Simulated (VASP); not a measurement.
A run of VASP 6.6.1:

INCAR

```
ALGO = Fast
EDIFF = 1E-7
ENCUT = 520
ISIF = 2
ISMEAR = 0
LASPH = T
LCHARG = F
LREAL = F
LWAVE = F
NBANDS = 17
NELM = 60
PREC = Accurate
SIGMA = 0.05
```

Contents of KPOINTS:

```
k-points
0
Gamma
  6 6 6
```

The input POSCAR:

```
InF
1.0
    2.5824877541      0.0000000000      0.0000000000
    0.0000000000      2.5824877541      0.0000000000
    0.0000000000      0.0000000000      2.5824877541
In F
1 1
Direct
    0.0000000000      0.0000000000      0.0000000000
    0.5000000000      0.5000000000      0.5000000000
```

Potentials or basis: VASP PAW LDA potentials, release 64 (In_d, F).

Launch:

```sh
$ cat potpaw_LDA.64/In_d/POTCAR potpaw_LDA.64/F/POTCAR > POTCAR
$ mpirun -np 1 vasp_std > vasp.out
```

Hardware: 1 thread of Intel(R) Xeon(R) Platinum 8488C (Sapphire Rapids), on a shared host.

Problem. How long does it take, and how much memory?

Solution. It took 5 s on 1 thread of Intel(R) Xeon(R) Platinum 8488C (Sapphire Rapids), on a shared host, peak memory 0.11 GiB. Counts: scf iterations 15, k points 20.
